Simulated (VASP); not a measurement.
Input:

```
Li
1.0
   -1.77990     1.77990     1.77990
    1.77990    -1.77990     1.77990
    1.77990     1.77990    -1.77990
Li
1
Direct
  0.00000   0.00000   0.00000
```
Cell charge +0.1.

Method: PBE GGA, VASP's PBE PAW potentials (set 64) (plane waves; VASP). Run with NELECT = 2.9, 520 eV cut-off, 13×13×13 Γ-centred mesh, Gaussian smearing of 0.050 eV, potentials Li_sv.

The cell is charged, with a uniform compensating background.

Question: Give the stress tensor in GPa (positive for a compressed cell).

Answer: 
```
-3.13   0.00   0.00
 0.00  -3.13   0.00
 0.00   0.00  -3.13
```
The pressure is its mean diagonal, -3.13 GPa.

The compound is Li in the bcc structure. The cell was not relaxed at this level. The run is one of a series of settings (ISMEAR = 0, NELECT = 2.9, SIGMA = 0.05 against the base run), some of them coarse on purpose.
